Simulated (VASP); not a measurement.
```xyz
4
Lattice="1.5958 -2.7639 0.0000 1.5958 2.7639 0.0000 0.0000 0.0000 5.1162" Properties=species:S:1:pos:R:3 pbc="T T T"
Zn     1.5958    -0.9213     2.5581
Zn     1.5957     0.9213     0.0000
O      1.5958    -0.9213     4.5125
O      1.5957     0.9213     1.9544
```

Calculation: PBE GGA, VASP's PBE PAW potentials (set 64) (plane waves; VASP). Settings: 400 eV cut-off, 11×11×6 Γ-centred mesh, Fermi-Dirac smearing of 0.050 eV, potentials Zn O.

Q: Give the energies of bands 7 to 20 at the high-symmetry points, in eV from the valence-band maximum.

A: 
```tsv
band	Γ	M	K	A	L	H
7	-5.79	-5.21	-4.90	-5.91	-5.39	-5.16
8	-5.79	-5.12	-4.90	-5.91	-5.39	-5.16
9	-4.62	-4.58	-4.71	-4.47	-4.39	-4.61
10	-4.62	-4.43	-4.59	-4.47	-4.39	-4.61
11	-4.38	-4.32	-4.59	-4.47	-4.30	-4.02
12	-4.38	-4.25	-4.55	-4.47	-4.30	-4.02
13	-4.07	-3.77	-3.91	-2.27	-3.86	-3.81
14	-0.85	-3.76	-3.60	-2.27	-3.86	-3.81
15	-0.85	-2.97	-3.60	-0.42	-1.65	-2.88
16	-0.12	-2.46	-2.03	-0.42	-1.65	-2.88
17	0.00	-1.36	-2.03	-0.42	-1.45	-1.33
18	0.00	-0.94	-1.90	-0.42	-1.45	-1.33
19	0.86	6.00	7.74	3.58	5.80	8.12
20	5.39	6.93	8.02	3.58	5.80	8.12
```

The gap is direct, 0.86 eV, from the valence maximum at Γ to the conduction minimum at Γ.

The structure is a typed ZnO crystal (P6_3mc). The cell was not relaxed at this level.
